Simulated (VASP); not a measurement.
```
TiO2
1.0
    4.42985     0.00000     0.00000
    0.00000     4.42985     0.00000
    0.00000     0.00000     2.87743
Ti O
2 4
Direct
  0.00000   0.00000   0.00000
  0.50000   0.50000   0.50000
  0.30205   0.30205   0.00000
  0.80205   0.19795   0.50000
  0.19795   0.80205   0.50000
  0.69795   0.69795   0.00000
```

Level of theory: LDA (Ceperley-Alder, Perdew-Zunger), VASP's LDA PAW potentials (set 64) (plane waves; VASP). Run with 620 eV cut-off, 5×5×8 Γ-centred mesh, Gaussian smearing of 0.050 eV, potentials Ti_sv O.

Energy and stress use the plane-wave basis of the starting cell.

The ions, cell shape and volume at an external pressure of 30.0 GPa are relaxed. What does this cell relax into?

```
TiO2
1.0
    4.38193     0.00000     0.00000
    0.00000     4.38193     0.00000
    0.00000     0.00000     2.85919
Ti O
2 4
Direct
  0.00000   0.00000   0.00000
  0.50000   0.50000   0.50000
  0.30161   0.30161   0.00000
  0.80161   0.19839   0.50000
  0.19839   0.80161   0.50000
  0.69839   0.69839   0.00000
```
Space group P4_2/mnm (136), at a tolerance of 0.03 Å.

How do energy and volume change from the first to the last step?

The energy (σ→0) changes by +40.4 meV/atom and the volume by -2.8 %, in 9 ionic steps.

The compound is TiO2 in the rutile structure. This run relaxes it under an external pressure of 30 GPa. Symmetry was kept, so distortions that lower it aren't found.
